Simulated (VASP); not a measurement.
Runs of VASP 6.6.1 on HfCl4. The cell holds a molecule in a box, 5 atoms: a = 14.036 Å, b = 14.536 Å, c = 15.036 Å, α = 90.00°, β = 90.00°, γ = 90.00°. 

```tsv
task	level	potentials or basis	cell	cutoff (eV)	atoms held fixed (from 0)	grid for exact exchange (PRECFOCK)	screening parameter	gap on the mesh (eV)	largest force (eV/Å)
single point	RPBE+D3(BJ)	VASP PAW PBE potentials, release 64 (Hf_pv, Cl)	as given	400	-	-	-	5.41	0.01
single point	PBE+D3	VASP PAW PBE potentials, release 64 (Hf_pv, Cl)	as given	400	-	-	-	5.36	0.01
single point	RPBE	VASP PAW PBE potentials, release 64 (Hf_pv, Cl)	as given	400	-	-	-	5.41	0.27
single point	PBE+D4	VASP PAW PBE potentials, release 64 (Hf_pv, Cl)	as given	400	-	-	-	5.36	0.01
single point	optB86b-vdW	VASP PAW PBE potentials, release 64 (Hf_pv, Cl)	as given	400	-	-	-	(c)	(a)
relaxation of the atoms	PBE+D3(BJ)	VASP PAW PBE potentials, release 64 (Hf_pv, Cl)	atoms relaxed	400	[0]	-	-	5.36	-
single point	PBE+D3(BJ)	VASP PAW PBE potentials, release 64 (Hf_pv, Cl)	as given	520	-	-	-	5.36	-
single point	PBEsol	VASP PAW PBE potentials, release 64 (Hf_pv, Cl)	as given	400	-	-	-	5.30	0.30
single point	PBE	VASP PAW PBE potentials, release 64 (Hf_pv, Cl)	as given	400	-	-	-	5.36	0.03
single point	rev-vdW-DF2	VASP PAW PBE potentials, release 64 (Hf_pv, Cl)	as given	400	-	-	-	5.31	0.04
single point	LDA	VASP PAW LDA potentials, release 64 (Hf_pv, Cl)	as given	400	-	-	-	5.22	0.58
single point	HSE06+D3(BJ)	VASP PAW PBE potentials, release 64 (Hf_pv, Cl)	as given	400	-	Fast	0.2 1/A	(b)	0.27
```

Alike in all rows: no spin polarisation; k mesh 1 × 1 × 1; smearing gaussian 0.01 eV.

Task: Estimate the missing entries.

Result: (a) 0.06; (b) 6.76; (c) 5.32.

Caveats: spin-orbit coupling is left out, which moves the levels of the heavy elements; the PAW data sets were made with another functional, which shifts forces and pressure a little (some runs).

A k mesh can miss the band edges, and the runs leave out spin-orbit coupling on Hf.
